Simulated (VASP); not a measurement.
## ZrSi (relaxed from the CsCl type structure, space group Pm-3m): computed properties

Computed with PBE GGA, VASP's PBE PAW potentials (set 64) (plane waves; VASP).

```yaml
space_group: Pm-3m (221)
cell: a = b = c = 3.3151 Å, α = β = γ = 90.00°
volume_per_atom: 18.22 Å^3/atom
band gap (over mesh and band path): none (metal, semimetal or under 0.01 eV)
density: 5.44 g/cm³
```

```yaml
crystal:
  lattice:
    - [3.31513, 0.00000, 0.00000]
    - [0.00000, 3.31513, 0.00000]
    - [0.00000, 0.00000, 3.31513]
  atoms:
    - { symbol: Zr, position: [0.00000, 0.00000, 0.00000] }
    - { symbol: Si, position: [0.50000, 0.50000, 0.50000] }
```

The structure was generated: ZrSi was put into the CsCl type type (Pm-3m), which need not be its known phase. It was relaxed first, which changed the volume by -29 %. Symmetry was kept, so distortions that lower it aren't found.
